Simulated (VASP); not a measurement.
Write the native input for VASP 6.6.1 that does the following.

* Task: optical spectrum
* Functional: LDA
* Potentials or basis: VASP PAW LDA potentials, release 64 (Au)
* Cutoff: 520 eV
* k mesh: 20 × 20 × 20
* Occupations: fermi-dirac, width 0.05 eV
* Spin: no spin polarisation
* Further INCAR settings: ALGO = Normal; EDIFF = 1e-06; NBANDS = 30

The structure of Au lies in POSCAR:

```
Au
1.0
    0.0000000000      2.0395000000      2.0395000000
    2.0395000000      0.0000000000      2.0395000000
    2.0395000000      2.0395000000      0.0000000000
Au
1
Direct
    0.0000000000      0.0000000000      0.0000000000
```

The input as run:

INCAR

```
SYSTEM = Au
ALGO = Normal ; CSHIFT = 0.1
EDIFF = 1E-6 ; ENCUT = 520
GGA = CA ; ISIF = 2
ISMEAR = -1 ; LASPH = .TRUE.
LCHARG = .FALSE. ; LOPTICS = .TRUE.
LREAL = .FALSE. ; LWAVE = .FALSE.
NBANDS = 30 ; NEDOS = 2000
NELM = 80 ; PREC = Accurate
SIGMA = 0.05
```

KPOINTS

```
k-points
0
G
  20 20 20
  0 0 0
```

Potentials or basis: VASP PAW LDA potentials, release 64 (Au).

Command:

```console
$ cat potpaw_LDA.64/Au/POTCAR > POTCAR
$ mpirun -np 1 vasp_std > vasp.out
```

It gave:

- Pressure: -3.7 GPa
- Band gap on the k mesh: none (metal or under the smearing width)

Caveat: independent-particle spectra lack excitons; the intraband (Drude) part of a metal's response may be missing.

It took 93 s on 1 thread of AMD EPYC 7R13 Processor (Zen 3), with other jobs on the host, peak memory 0.24 GiB.
